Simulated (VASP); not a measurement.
Input:

```
PbTe
1.0
    0.00000     3.25763     3.25763
    3.25763     0.00000     3.25763
    3.25763     3.25763     0.00000
Te Pb
1 1
Direct
  0.50000   0.50000   0.50000
  0.00000   0.00000   0.00000
```

All values below come from MS2 meta-GGA, VASP's PBE PAW potentials (set 64) (plane waves; VASP 6.6.1). Run with 520 eV cut-off, 7×7×7 Γ-centred mesh, Gaussian smearing of 0.050 eV, potentials Te Pb_d.

Task: Give the stress tensor in GPa (positive for a compressed cell).

Result: 
```
-1.21   0.00   0.00
 0.00  -1.21   0.00
 0.00   0.00  -1.21
```
The pressure is its mean diagonal, -1.21 GPa.

The compound is PbTe in the rock salt structure. This cell is one point of a volume scan, at 1.03 of the reference volume.
